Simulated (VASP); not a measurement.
Wanted: the native input for a VASP 6.6.1 run.

* Task: band structure
* Functional: PBE
* Dispersion: D3(BJ)
* Potentials or basis: VASP PAW PBE potentials, release 64 (Pt, Se)
* Cutoff: 520 eV
* k mesh: 9 × 9 × 6
* Occupations: gaussian, width 0.02 eV
* Spin: no spin polarisation
* Further INCAR settings: ALGO = Normal; EDIFF = 1e-07

The structure of PtSe2 lies in POSCAR:

```
PtSe2                                   
1.0
    3.7240000000      0.0000000000      0.0000000000
   -1.8620000000      3.2250786000      0.0000000000
    0.0000000000      0.0000000000      5.0620000000
  Pt              Se            
     1     2
Direct
     0.0000000000000000    0.0000000000000000    0.0000000000000000
     0.3333333300000021    0.6666666699999979    0.2598283988788712
     0.6666666699999979    0.3333333300000021    0.7401716011211288
```

These files were run (other wordings do the same):

INCAR

```
PREC = Accurate ; ENCUT = 520
EDIFF = 1E-7 ; ISMEAR = 0
SIGMA = 0.02 ; LREAL = F
LASPH = T ; NELM = 100
ALGO = Normal ; ISIF = 2
LWAVE = F ; LCHARG = F
LMAXMIX = 4 ; GGA = PE
IVDW = 12
```

KPOINTS

```
regular mesh
0
Gamma
  9 9 6
```

KPOINTS_OPT

```
path GMKGALHA,LM,KH
20
line-mode
reciprocal
 0.0000000000  0.0000000000  0.0000000000  G
 0.5000000000  0.0000000000  0.0000000000  M

 0.5000000000  0.0000000000  0.0000000000  M
 0.3333333333  0.3333333333  0.0000000000  K

 0.3333333333  0.3333333333  0.0000000000  K
 0.0000000000  0.0000000000  0.0000000000  G

 0.0000000000  0.0000000000  0.0000000000  G
 0.0000000000  0.0000000000  0.5000000000  A

 0.0000000000  0.0000000000  0.5000000000  A
 0.5000000000  0.0000000000  0.5000000000  L

 0.5000000000  0.0000000000  0.5000000000  L
 0.3333333333  0.3333333333  0.5000000000  H

 0.3333333333  0.3333333333  0.5000000000  H
 0.0000000000  0.0000000000  0.5000000000  A

 0.5000000000  0.0000000000  0.5000000000  L
 0.5000000000  0.0000000000  0.0000000000  M

 0.3333333333  0.3333333333  0.0000000000  K
 0.3333333333  0.3333333333  0.5000000000  H
```

Potentials or basis: VASP PAW PBE potentials, release 64 (Pt, Se).

Command:

```console
$ cat potpaw_PBE.64/Pt/POTCAR potpaw_PBE.64/Se/POTCAR > POTCAR
$ mpirun -np 1 vasp_std > vasp.out
```

Results of the run:

```
Pressure                   : 0.3 GPa
Band gap along the path    : none (metal or under the smearing width)
Dispersion energy per atom : -0.478 eV
```

Caveat: spin-orbit coupling is left out, which moves the levels of the heavy elements; pairwise dispersion overbinds metals, which lowers pressure and volume.

Run time: 99 s on 1 thread of Intel(R) Xeon(R) Platinum 8488C (Sapphire Rapids), on a shared host, peak memory 0.25 GiB.
